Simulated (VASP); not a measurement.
# Transverse strain, stress and strain energy of hcp Os under uniaxial [0001] strain with PBEsol

When a hexagonal metal is stretched along its c axis and left free at the sides, two demands compete: keeping the volume calls for a sideways contraction of half the axial strain, while keeping the bond angles calls for a sideways expansion in proportion to the axial one. Where Os settles between them, and whether it does so equally in tension and compression, bears on strained films and hard contacts, whose stresses are usually inferred from measured strains with constant moduli. The response is calculated here with PBEsol for a static lattice at axial strains from −2 % to +2 %. Strains and energies are measured against the relaxed PBEsol crystal, and tension counts as positive.

## Set-up

The start is an entry of the ASE's table of reference states database. The crystal was relaxed with PBEsol. Strain is imposed along [0001]; the strain across the axis is adjusted until the stress across it vanishes, and the atoms are relaxed with PBEsol. VASP 6.6.1, plane waves with PAW, cutoff 450 eV, no spin polarisation, no spin-orbit coupling, k mesh 25×25×14, static lattice. The same in all rows: band gap on the k mesh at PBEsol: 0.000 eV.

Notes on method and selection:

- Runs that did not converge, have known faults or may not be shown are not listed, and runs on Ansatz's PAW sets soft_1 and soft_2 are kept to separate tables.

Columns:

- strain (%): strain along the axis (tension positive).
- transverse strain (%): strain across the axis.
- stress (GPa): stress along the axis, tension positive.
- strain energy (meV/atom): energy per atom above the relaxed crystal.

Input lines of one member:

```
PREC = Accurate
ENCUT = 450
EDIFF = 1E-07
NELM = 120
ISMEAR = 1
SIGMA = 0.15
LREAL = .FALSE.
ALGO = Normal
GGA = PS
NBANDS = 14
LASPH = .TRUE.
LORBIT = 11
KPAR = 2
IBRION = 1
NSW = 25
```

Command (options for logging and memory left out): `mpirun -np 2 vasp_std`

## The series

| member | strain (%) | transverse strain (%) | stress (GPa) | strain energy (meV/atom) |
| --- | --- | --- | --- | --- |
| −2 % | −2.0 | 0.527 | −15.95 | 13.78 |
| −1.5 % | −1.5 | 0.388 | −11.86 | 7.73 |
| −1 % | −1.0 | ? | ? | ? |
| −0.5 % | −0.5 | 0.126 | −3.90 | 0.86 |
| 0 % | 0.0 | 0.003 | −0.03 | 0.00 |
| +0.5 % | 0.5 | −0.115 | 3.74 | 0.80 |
| +1 % | 1.0 | −0.231 | 7.40 | 3.21 |
| +1.5 % | 1.5 | ? | ? | ? |
| +2 % | 2.0 | −0.451 | 14.39 | 12.58 |

Cells marked ? are withheld until the estimate has been made.

Least-squares fits to the members shown, with x = strain (%); R² and errors in the fitted variable (y, or ln y where the fit is in ln y):

| y | members | fit | R² | rms residual | leave-one-out rms | the same for the mean of the others |
| --- | --- | --- | --- | --- | --- | --- |
| transverse strain (%) | 7 | y = 0.01777 − 0.2452 x | 1.00 | 0.014 | 0.024 | 0.37 |
| stress (GPa) | 7 | y = −0.3430 + 7.619 x | 1.00 | 0.30 | 0.52 | 12 |

## Interpretation

The transverse strain falls steadily as the axial strain rises, and the stress increases with it. Between −0.5 % and +0.5 % the transverse slope is (−0.115 − 0.126) / 1.0 = −0.241, so Poisson's ratio for [0001] loading is 0.241. The stress slope over the same interval is (3.74 + 3.90) / 1.0 = 7.64 GPa per %, a Young's modulus of 7.64 × 100 = 764 GPa. These two numbers fix the compliances s₃₃ = 1/E and s₁₃ = −ν/E; the separate stiffnesses C₁₁, C₁₂, C₁₃ and C₃₃ do not follow from this loading alone. To first order, 1 − 2 × 0.241 = 0.518 of the axial strain remains as a change of volume. Such a modest contraction fits a transition metal whose partly filled d band resists changes of bond angle as well as of bond length.

Neither slope is constant. From −2 % to −1.5 % the stress rises by 8.18 GPa per %, from +1 % to +2 % by only 6.99 GPa per %. The corresponding transverse slopes are −0.278 and −0.220. Both changes have the sign expected of anharmonic bonding: repulsion between neighbouring atoms steepens as they approach, which stiffens the compressed crystal and pushes it outwards more strongly, whereas stretched bonds soften. The strain energy shows the same asymmetry, with 13.78 meV/atom at −2 % against 12.58 meV/atom at +2 %.

Linear elasticity therefore holds to about 1 % of the stress at ±0.5 %. At +2 % the central slope, started from the unstrained row, gives −0.03 + 7.64 × 2.0 = 15.25 GPa, 6 % above the calculated 14.39 GPa; at −2 % it gives −0.03 − 7.64 × 2.0 = −15.31 GPa, 4 % too small in magnitude. The small stress and transverse strain of the unstrained row come from a slight residual compression of the reference crystal and do not affect the slopes.

## Prediction

Plain estimates from the members shown:

- +1.5 %, fit at x = 1.5: −0.350 %
- +1.5 %, straight-line interpolation between +1 % and +2 %: w = (1.5 − 1.0) / (2.0 − 1.0) = 0.500, so −0.231 + 0.500 × (−0.451 − (−0.231)) = −0.341 %
- −1 %, fit at x = −1.0: 0.263 %
- −1 %, straight-line interpolation between −1.5 % and −0.5 %: w = (−1.0 − (−1.5)) / (−0.5 − (−1.5)) = 0.500, so 0.388 + 0.500 × (0.126 − 0.388) = 0.257 %

The straight-line fit is the weaker of the plain estimates, because it ignores a curvature that is plain in the rows. Interpolation between neighbours is local and needs only a small correction for that curvature. The quadratic coefficient follows from the outermost rows and the unstrained one: c = (0.527 + (−0.451) − 2 × 0.003) / (2 × 2.0²) = 0.00875 per %. Since c is positive, the chord between two rows lies above the curve by c times the distances to both rows, here 0.00875 × 0.5 × 0.5 = 0.002 %.

For +1.5 % this gives −0.341 − 0.002 = −0.343 %, and for −1 % it gives 0.257 − 0.002 = 0.255 %. The shift is downwards in both cases, towards more contraction in tension and less expansion in compression.

The same route can be tried on three shown members. For +0.5 %, from 0 % and +1 %, it gives −0.116 % against −0.115 %. For −0.5 %, from −1.5 % and 0 %, it gives (0.388 + 2 × 0.003) / 3 − 0.00875 × 1.0 × 0.5 = 0.127 % against 0.126 %. For +1 %, from +0.5 % and +2 %, it gives −0.231 %, as calculated. The misses are at most about 0.001 %, which is taken as the standard deviation of both estimates.

**Committed estimate, +1.5 %: transverse strain = −0.343 ± 0.001 %.**  
**Committed estimate, −1 %: transverse strain = 0.255 ± 0.001 %.**

## Check

| member | strain (%) | transverse strain (%) | stress (GPa) | strain energy (meV/atom) |
| --- | --- | --- | --- | --- |
| −1 % | −1.0 | 0.254 | −7.85 | 3.43 |
| +1.5 % | 1.5 | −0.343 | 10.94 | 7.15 |

| member | estimate | transverse strain (%) | computed | estimate − computed | miss in error bars |
| --- | --- | --- | --- | --- | --- |
| +1.5 % | committed | −0.343 | −0.343 | 0.000 | 0.0 |
| +1.5 % | fit | −0.350 | −0.343 | −0.007 |  |
| +1.5 % | interpolation | −0.341 | −0.343 | +0.002 |  |
| −1 % | committed | 0.255 | 0.254 | +0.001 | 1.0 |
| −1 % | fit | 0.263 | 0.254 | +0.009 |  |
| −1 % | interpolation | 0.257 | 0.254 | +0.003 |  |

Both estimates came closer than the straight-line fit and the plain interpolation. At +1.5 % the estimate agrees with the calculated −0.343 % to the last printed digit. At −1 % it is 0.001 % too high, which puts it at the edge of its error bar; interpolation is 0.003 % too high there and the fit 0.009 %.

The argument that held is that one quadratic coefficient, taken from the two ends and the unstrained row, describes the bending on both sides of zero. It gave the right sign of the correction in tension and in compression. The calculated values thus support a smooth anharmonic response, with the sideways strain per unit of axial strain larger in compression. They do not identify which bonds or electronic states produce it.

My explanation of Poisson's ratio by the partly filled d band does not stand. Picture atoms joined by springs that resist only being lengthened or shortened. Pulling along c lengthens the slanting springs between the layers, which draw the atoms of each layer together; the springs within the layer push back. The crystal then narrows, but by less than constant volume would require, although nothing holds the angles. The calculated ratio therefore cannot show whether the d electrons of Os stiffen them. The two demands in my opening describe possible changes of shape, and the position of Os between them does not tell which forces are at work.

## Departures from the trend

Least-squares fits to the whole series, with x = strain (%); R² and errors in the fitted variable (y, or ln y where the fit is in ln y):

| y | members | fit | R² | rms residual | leave-one-out rms | the same for the mean of the others |
| --- | --- | --- | --- | --- | --- | --- |
| transverse strain (%) | 9 | y = 0.01756 − 0.2439 x | 1.00 | 0.013 | 0.018 | 0.35 |
| stress (GPa) | 9 | y = −0.3467 + 7.597 x | 1.00 | 0.27 | 0.39 | 11 |

Largest departures from the fit to the whole series:

| member | transverse strain (%) | fit | computed − fit | in rms residuals |
| --- | --- | --- | --- | --- |
| −2 % | 0.527 | 0.505 | +0.022 | 1.7 |
| +2 % | −0.451 | −0.470 | +0.019 | 1.5 |
| 0 % | 0.003 | 0.018 | −0.015 | 1.1 |
| −0.5 % | 0.126 | 0.140 | −0.014 | 1.1 |

No single member stands out: the departures from the straight line are positive at both ends (+0.022 % and +0.019 %) and negative near the middle (−0.015 % at 0 %), as expected when a line is fitted to an upward-curving response. With the quadratic coefficient of 0.00875 per %, and 2 × (0.25 + 1 + 2.25 + 4) / 9 = 1.67 as the mean of x² over the nine rows, the expected departures are 0.00875 × (4 − 1.67) = +0.020 % at ±2 % and 0.00875 × (0 − 1.67) = −0.015 % at zero.

## Summary

Between −2 % and +2 %, the transverse strain in % follows 0.003 − 0.2445 x + 0.00875 x², with x the axial strain in %. The linear coefficient is the slope between the end rows, (−0.451 − 0.527) / 4.0 = −0.2445. The largest miss over the nine rows is about 0.002 %, against an rms error of 0.35 % for the mean of the others, so a further strain inside this range can be estimated to a few thousandths of a per cent.

For small loads, 1 GPa of tension lengthens the c axis by 1 / 7.64 = 0.131 % and shortens the a axis by 0.241 × 0.131 = 0.032 %. The error of a constant modulus grows from about 1 % of the stress at ±0.5 % strain to 2–3 % at ±1 % and 4–6 % at ±2 %.

The largest omitted effect is slip or fracture at defects, which in bulk metal would cap the tensile stress far below the 14 GPa reached here.

[Logs are printed without paths, hosts, clocks, repeated set-up lines and the standing remarks that a program may print on its own settings, such as how far it seeks lower states.]
